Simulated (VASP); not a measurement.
An input for Quantum ESPRESSO's pw.x (written as the equivalent of a VASP run, and not itself run):

```
&CONTROL
  calculation = 'scf'
  pseudo_dir = './pseudo'
  outdir = './out'
  tprnfor = .true.
  tstress = .true.
/
&SYSTEM
  ibrav = 0
  nat = 2
  ntyp = 2
  ecutwfc = 84
  occupations = 'smearing'
  smearing = 'gaussian'
  degauss = 0.003675
  input_dft = 'pbe'
/
&ELECTRONS
  conv_thr = 7.3e-08
  electron_maxstep = 100
/
ATOMIC_SPECIES
  Ga 69.723 Ga.upf
  N 14.007 N.upf
CELL_PARAMETERS angstrom
     0.0000000    2.2750714    2.2750714
     2.2750714    0.0000000    2.2750714
     2.2750714    2.2750714    0.0000000
ATOMIC_POSITIONS crystal
  Ga   0.0000000  0.0000000  0.0000000
  N    0.2500000  0.2500000  0.2500000
K_POINTS automatic
  8 8 8 0 0 0
```

Question: Write the VASP files for the same calculation (PBE).

Answer: One answer among several that fit: 
**KPOINTS**
```
Automatic mesh
0
Gamma
8 8 8
0 0 0
```

**INCAR**
```
SYSTEM = GaN
PREC = Accurate
ENCUT = 520
EDIFF = 1E-6
NELM = 100
ALGO = Normal
LREAL = .FALSE.
LASPH = .TRUE.
ISMEAR = 0
SIGMA = 0.05
GGA = PE
LMAXMIX = 4
LWAVE = .TRUE.
LCHARG = .FALSE.
```

File POSCAR:
```
GaN
3.2174370
  0.0000000000   0.7071067350   0.7071067350
  0.7071067350   0.0000000000   0.7071067350
  0.7071067350   0.7071067350   0.0000000000
Ga N
1 1
direct
  0.0000000000   0.0000000000   0.0000000000
  0.2500000000   0.2500000000   0.2500000000
```

POTCAR, in this order: Ga_d N (PBE.64 set). Program: vasp_std.

The two are equivalent in intent, not identical: the potentials are each code's own (VASP's PAW set, PseudoDojo norm-conserving files in pw.x), so ENCUT and ecutwfc are chosen apart and not converted; conv_thr bounds pw.x's estimated SCF error, while EDIFF bounds the energy change between steps.

The compound is GaN in the zinc blende structure, a metastable form; wurtzite is the usual one. It was relaxed first.
